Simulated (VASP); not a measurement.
Crystal: Zn4Te3O.

```
Zn Te O
1.0
     4.33098    0.00000    0.00000
     0.00000    4.33098    0.00000
     0.00000    0.00000   12.18357
Zn Te O
4 3 1
Cartesian
  0.0000 2.1655 7.6033
  2.1655 0.0000 4.5803
  0.0000 2.1655 1.5721
  2.1655 0.0000 10.6115
  2.1655 2.1655 9.1083
  0.0000 0.0000 6.0918
  2.1655 2.1655 3.0752
  0.0000 0.0000 0.0000
```

The cell was built by a generator and needn't be a form met in nature.

- Program: VASP 6.6.1
- Task: relaxation of cell and atoms
- Functional: PBE
- Potentials or basis: VASP PAW PBE potentials, release 64 (Zn, Te, O)
- Cutoff: 520 eV
- k mesh: 3 × 3 × 2
- Occupations: gaussian, width 0.15 eV
- Spin: no spin polarisation

At the start: pressure -2.5 GPa; volume 28.57 Å³/atom.

How do energy, volume and symmetry change on relaxing?

Over 13 steps the energy falls by 254.5 meV/atom and the volume is 24.14 Å³/atom (-15.5 %); space group P-4m2 (No. 115, to 0.05 Å).

Step by step:
| step | energy change (eV) | largest force (eV/Å) | pressure (GPa) | volume (Å³) |
| --- | --- | --- | --- | --- |
| 1 | 0.0000 | 1.6887 | -2.47 | 228.53 |
| 2 | -0.4559 | 1.6686 | -1.14 | 214.23 |
| 3 | -0.2955 | 1.5468 | 11.12 | 174.71 |
| 4 | -0.6826 | 1.6489 | 3.49 | 195.55 |
| 5 | -0.9770 | 1.2591 | 2.40 | 195.59 |
| 6 | -1.5151 | 1.0197 | 1.17 | 195.64 |
| 7 | -1.5324 | 0.9420 | -0.29 | 195.33 |
| 8 | -1.6344 | 0.9282 | -0.10 | 195.51 |
| 9 | -1.6446 | 0.9714 | -0.22 | 195.57 |
| 10 | -1.7911 | 0.7407 | 0.02 | 194.70 |
| 11 | -2.0197 | 0.3113 | 0.39 | 192.10 |
| 12 | -2.0245 | 0.2405 | 0.22 | 191.66 |
| 13 | -2.0357 | 0.0460 | 0.23 | 193.09 |

Final structure:
```
CELL_PARAMETERS angstrom
4.22279 0.00000 0.00000
0.00000 4.22279 0.00000
0.00000 0.00000 10.82816
ATOMIC_POSITIONS crystal
Zn 0.00000 0.50000 0.64560
Zn 0.50000 0.00000 0.35440
Zn 0.00000 0.50000 0.06028
Zn 0.50000 0.00000 0.93972
Te 0.50000 0.50000 0.79165
Te 0.00000 0.00000 0.50000
Te 0.50000 0.50000 0.20835
O 0.00000 0.00000 0.00000
```

Caveat: the k mesh is coarse (spacing up to 0.48 Å⁻¹), so the values aren't converged; the volume moved by over 15 % at a fixed basis, so the end points are rough.
